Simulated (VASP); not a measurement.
An input for Quantum ESPRESSO's pw.x (written as the equivalent of a VASP run, and not itself run):

```
&CONTROL
  calculation = 'relax'
  pseudo_dir = './pseudo'
  outdir = './out'
  tprnfor = .true.
  tstress = .true.
  nstep = 30
  forc_conv_thr = 3.9e-05
/
&SYSTEM
  ibrav = 0
  nat = 4
  ntyp = 2
  ecutwfc = 84
  occupations = 'smearing'
  smearing = 'methfessel-paxton'
  degauss = 0.00735
  input_dft = 'pz'
/
&ELECTRONS
  conv_thr = 7.3e-10
  electron_maxstep = 100
/
&IONS
/
ATOMIC_SPECIES
  Mg 24.305 Mg.upf
  Sn 118.710 Sn.upf
CELL_PARAMETERS angstrom
    -0.0000000    3.5152873    3.5152873
     3.5152873   -0.0000000    3.5152873
     3.5152873    3.5152873    0.0000000
ATOMIC_POSITIONS crystal
  Mg   0.5000000  0.5000000  0.5000000
  Mg   0.2500000  0.2500000  0.2500000
  Mg   0.7500000  0.7500000  0.7500000
  Sn   1.0000000  0.0000000  0.0000000
K_POINTS automatic
  7 7 7 0 0 0
```

Problem. Translate this input to VASP (INCAR, KPOINTS, POSCAR, choice of POTCAR).

Solution. This is not unique; one that fits is 
**KPOINTS**
```
Automatic mesh
0
Gamma
7 7 7
0 0 0
```

### POSCAR
```
Mg3Sn
1
   -0.0000000000     3.5152872914     3.5152872914
    3.5152872914    -0.0000000000     3.5152872914
    3.5152872914     3.5152872914     0.0000000000
Mg Sn
3 1
Direct
  0.5000000000   0.5000000000   0.5000000000
  0.2500000000   0.2500000000   0.2500000000
  0.7500000000   0.7500000000   0.7500000000
  1.0000000000   0.0000000000   0.0000000000
```

INCAR:
```
SYSTEM=Mg3Sn
PREC=Accurate; ENCUT=400; LREAL=.FALSE.
LASPH=.TRUE.
EDIFF=1E-8; NELM=100; ALGO=Normal
LMAXMIX=4
ISMEAR=1; SIGMA=0.1
IBRION=1; NSW=30; ISIF=2
EDIFFG=-0.001
LWAVE=.FALSE.; LCHARG=.FALSE.
```

POTCAR, in this order: Mg Sn_d (LDA.64 set). Program: vasp_std.

The two are equivalent in intent, not identical: the potentials are each code's own (VASP's PAW set, PseudoDojo norm-conserving files in pw.x), so ENCUT and ecutwfc are chosen apart and not converted; conv_thr bounds pw.x's estimated SCF error, while EDIFF bounds the energy change between steps; forc_conv_thr acts on force components and is met together with etot_conv_thr.

The structure comes from a computed database's Mg3Sn entry (Fm-3m); how it stands against other phases isn't given here. It was relaxed first, which changed the volume by -7 %. The start is the result of an earlier pass.
